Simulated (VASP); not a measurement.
An input for Quantum ESPRESSO's pw.x (written as the equivalent of a VASP run, and not itself run):

```
&CONTROL
  calculation = 'vc-relax'
  pseudo_dir = './pseudo'
  outdir = './out'
  tprnfor = .true.
  tstress = .true.
  nstep = 40
  forc_conv_thr = 0.00078
/
&SYSTEM
  ibrav = 0
  nat = 4
  ntyp = 2
  ecutwfc = 66
  occupations = 'smearing'
  smearing = 'methfessel-paxton'
  degauss = 0.00735
  input_dft = 'pbesol'
/
&ELECTRONS
  conv_thr = 7.3e-08
  electron_maxstep = 100
/
&IONS
/
&CELL
/
ATOMIC_SPECIES
  Hg 200.592 Hg.upf
  S 32.060 S.upf
CELL_PARAMETERS angstrom
     3.8297012    0.0000000    0.0000000
    -1.9148506    3.3166181   -0.0000000
     0.0000000    0.0000000    6.5894133
ATOMIC_POSITIONS crystal
  Hg   0.0000000  1.0000000  0.0000000
  Hg   0.0000000  1.0000000  0.5000000
  S    0.3333330  0.6666670  0.2500000
  S    0.6666670  0.3333330  0.7500000
K_POINTS automatic
  9 9 5 0 0 0
```

Translate this input to VASP (INCAR, KPOINTS, POSCAR, choice of POTCAR).

Several could match; the one computed here: 
KPOINTS:
```
Automatic mesh
0
Gamma
9 9 5
0 0 0
```

**INCAR**
```
ALGO  =  Normal
EDIFF  =  1E-6
EDIFFG  =  -0.02
ENCUT  =  500
GGA  =  PS
IBRION  =  2
ISIF  =  3
ISMEAR  =  1
LASPH  =  .TRUE.
LCHARG  =  .FALSE.
LMAXMIX  =  6
LREAL  =  .FALSE.
LWAVE  =  .FALSE.
NELM  =  100
NSW  =  40
PREC  =  Accurate
SIGMA  =  0.1
SYSTEM  =  HgS
```

### POSCAR
```
HgS
1
    3.8297011700     0.0000000000     0.0000000000
   -1.9148505850     3.3166181200    -0.0000000000
    0.0000000000     0.0000000000     6.5894133203
Hg S
2 2
Direct
  0.0000000000   1.0000000000   0.0000000000
  0.0000000000   1.0000000000   0.5000000000
  0.3333330000   0.6666670000   0.2500000000
  0.6666670000   0.3333330000   0.7500000000
```

POTCAR, in this order: Hg S (PBE.64 set). Program: vasp_std.

What does not carry over: the potentials are each code's own (VASP's PAW set, PseudoDojo norm-conserving files in pw.x), so ENCUT and ecutwfc are chosen apart and not converted; conv_thr bounds pw.x's estimated SCF error, while EDIFF bounds the energy change between steps; forc_conv_thr acts on force components and is met together with etot_conv_thr.

The structure was generated: HgS was put into the NiAs type type (P6_3/mmc), which need not be its known phase. It was relaxed first, which changed the volume by +29 %.
